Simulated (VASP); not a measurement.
Here is the system:

```xyz
2
Lattice="0.0000 2.7559 2.7559 2.7559 0.0000 2.7559 2.7559 2.7559 0.0000" Properties=species:S:1:pos:R:3 pbc="T T T"
Mg     0.0000     0.0000     0.0000
S      1.3780     1.3780     1.3780
```

All values below come from PBEsol GGA, VASP's PBE PAW potentials (set 64) (plane waves; VASP). Numerical set-up: 500 eV cut-off, 8×8×8 Γ-centred mesh, Gaussian smearing of 0.050 eV, potentials Mg S.

Q: Estimate the energy per atom (σ→0), pressure, band gap (on the k-mesh) with the smallest direct gap where there is one.

A: 
```yaml
band gap (on the k-mesh): 3.63 eV
smallest direct gap (on the k-mesh): 3.70 eV
energy per atom (σ→0): -4.435 eV/atom
pressure: 5.01 GPa
```

The absolute energy has meaning only against runs of the same code, potentials and settings.

The structure was generated: MgS was put into the zinc blende type (F-43m), which need not be its known phase. It was relaxed first under an external pressure of 5 GPa.
